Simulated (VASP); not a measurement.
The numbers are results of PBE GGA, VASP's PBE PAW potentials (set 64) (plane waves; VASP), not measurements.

The input files of a VASP run:

### POSCAR
```
La2O3
1
    1.9252452494    -3.3346221683    -0.0000000000
    1.9252452494     3.3346221683     0.0000000000
    0.0000000000    -0.0000000000     5.6036825180
La O
2 3
Direct
  0.3333330000   0.6666670000   0.2356365404
  0.6666670000   0.3333330000   0.7643634596
  0.0000000000   0.0000000000   0.0000000000
  0.3333330000   0.6666670000   0.6540333910
  0.6666670000   0.3333330000   0.3459666090
```

INCAR:
```
ALGO=Normal
EDIFF=1E-6
EDIFFG=-0.02
ENCUT=620
GGA=PE
IBRION=2
ISIF=3
ISMEAR=0
LASPH=.TRUE.
LCHARG=.FALSE.
LMAXMIX=6
LREAL=.FALSE.
LWAVE=.FALSE.
NELM=100
NSW=40
PREC=Accurate
PSTRESS=200
SIGMA=0.05
SYSTEM=La2O3
```

KPOINTS:
```
Automatic mesh
0
Gamma
7 7 4
0 0 0
```

POTCAR, in this order: La O (PBE.64 set). Program: vasp_std.

What VASP printed:

**OUTCAR**
```
 ion  position               nearest neighbor table
   1  0.333  0.667  0.236-   5 2.31   5 2.31   5 2.31   4 2.34   3 2.59   3 2.59   3 2.59   2 3.45
                             2 3.45   2 3.45
   2  0.667  0.333  0.764-   4 2.31   4 2.31   4 2.31   5 2.34   3 2.59   3 2.59   3 2.59   1 3.45
                             1 3.45   1 3.45
   3  0.000  0.000  0.000-   1 2.59   2 2.59   2 2.59   1 2.59   2 2.59   1 2.59
   4  0.333  0.667  0.654-   2 2.31   2 2.31   2 2.31   1 2.34
   5  0.667  0.333  0.346-   1 2.31   1 2.31   1 2.31   2 2.34
  LATTYP: Found a hexagonal cell.
 ALAT       =     3.8504901345
 C/A-ratio  =     1.4553166798
 Subroutine PRICEL returns:
 Original cell was already a primitive cell.
 Subroutine GETGRP returns: Found 12 space group operations
The static configuration has the point symmetry D_3d.
The dynamic configuration has the point symmetry D_3d.
 Subroutine INISYM returns: Found 12 space group operations
 Subroutine IBZKPT returns following result:
 Found     28 irreducible k-points:

 Following reciprocal coordinates:
            Coordinates               Weight
  0.000000  0.000000  0.000000      1.000000
  0.142857 -0.000000  0.000000      6.000000
  0.285714 -0.000000  0.000000      6.000000
  0.428571 -0.000000  0.000000      6.000000
  0.142857  0.142857  0.000000      6.000000
  0.285714  0.142857  0.000000     12.000000
  0.428571  0.142857  0.000000      6.000000
  0.285714  0.285714  0.000000      6.000000
  0.000000  0.000000  0.250000      2.000000
  0.142857 -0.000000  0.250000      6.000000
 -0.000000  0.142857  0.250000      6.000000
  0.285714 -0.000000  0.250000      6.000000
 -0.000000  0.285714  0.250000      6.000000
  0.428571 -0.000000  0.250000      6.000000
 -0.000000  0.428571  0.250000      6.000000
  0.142857  0.142857  0.250000     12.000000
  0.285714  0.142857  0.250000     12.000000
 -0.142857  0.428571  0.250000     12.000000
...
```

**OSZICAR**
```
       N       E                     dE             d eps       ncg     rms          rms(c)
DAV:   1     0.495460609414E+03    0.49546E+03   -0.17773E+04  1368   0.302E+03
DAV:   2     0.115128544907E+03   -0.38033E+03   -0.37450E+03  1920   0.438E+02
DAV:   3    -0.242474866506E+02   -0.13938E+03   -0.13780E+03  2496   0.241E+02
DAV:   4    -0.455225515350E+02   -0.21275E+02   -0.21263E+02  2440   0.106E+02
DAV:   5    -0.466525813843E+02   -0.11300E+01   -0.11295E+01  2456   0.275E+01    0.155E+01
DAV:   6    -0.411995715286E+02    0.54530E+01   -0.46561E+01  2112   0.450E+01    0.779E+00
DAV:   7    -0.412067059931E+02   -0.71345E-02   -0.44156E+00  2616   0.240E+01    0.393E+00
DAV:   8    -0.412073737880E+02   -0.66779E-03   -0.52245E-01  2488   0.721E+00    0.116E+00
DAV:   9    -0.411973643153E+02    0.10009E-01   -0.87804E-02  2400   0.255E+00    0.366E-01
DAV:  10    -0.411991978869E+02   -0.18336E-02   -0.30858E-02  2232   0.136E+00    0.168E-01
DAV:  11    -0.411997722689E+02   -0.57438E-03   -0.70225E-03  2448   0.718E-01    0.101E-01
DAV:  12    -0.411999399667E+02   -0.16770E-03   -0.14696E-03  2144   0.287E-01    0.414E-02
DAV:  13    -0.411999933346E+02   -0.53368E-04   -0.59659E-04  2400   0.190E-01    0.214E-02
DAV:  14    -0.411999963675E+02   -0.30329E-05   -0.54164E-05  2312   0.790E-02    0.715E-03
DAV:  15    -0.411999968717E+02   -0.50430E-06   -0.87721E-06  2104   0.231E-02
   1 F= -.32218357E+02 E0= -.32218357E+02  d E =-.322184E+02
```

File OUTCAR:
```
------------------------ aborting loop because EDIFF is reached ----------------------------------------
  FORCE on cell =-STRESS in cart. coord.  units (eV):
  Direction    XX          YY          ZZ          XY          YZ          ZX
  --------------------------------------------------------------------------------------
  Total        9.0296527      9.0296504      8.9606838      0.0000000      0.0000000      0.0000000
  in kB      201.0691379    201.0690872    199.5333636      0.0000000      0.0000000      0.0000000
  external PRESSURE =       0.5571962 kB  Pullay stress =     200.0000000 kB
  volume of cell :       71.95
      direct lattice vectors                 reciprocal lattice vectors
     1.925245249 -3.334622168  0.000000000     0.259707172 -0.149942025  0.000000000
     1.925245249  3.334622168  0.000000000     0.259707172  0.149942025  0.000000000
     0.000000000  0.000000000  5.603682518     0.000000000  0.000000000  0.178454079
 POSITION                                       TOTAL-FORCE (eV/Angst)
 -----------------------------------------------------------------------------------
      1.92525      1.11154      1.32043        -0.000000     -0.000000      0.008190
      1.92525     -1.11154      4.28325         0.000000      0.000000     -0.008190
      0.00000      0.00000      0.00000         0.000000     -0.000000     -0.000000
      1.92525      1.11154      3.66500        -0.000000      0.000000     -0.010390
      1.92525     -1.11154      1.93869         0.000000     -0.000000      0.010390
 -----------------------------------------------------------------------------------
    total drift:                               -0.000000      0.000000      0.000000
  FREE ENERGIE OF THE ION-ELECTRON SYSTEM (eV)
  ---------------------------------------------------
  free  energy   TOTEN  =       -41.1999968717 eV

  energy  without entropy=      -41.1999968717  energy(sigma->0) =      -41.19999687
  enthalpy is  TOTEN    =       -32.2183572747 eV   P V=        8.9816395971

 reached required accuracy - stopping structural energy minimisation
```
(Selected blocks of OUTCAR.)

The compound is La2O3 in the a-type structure. It was relaxed first under an external pressure of 20 GPa.
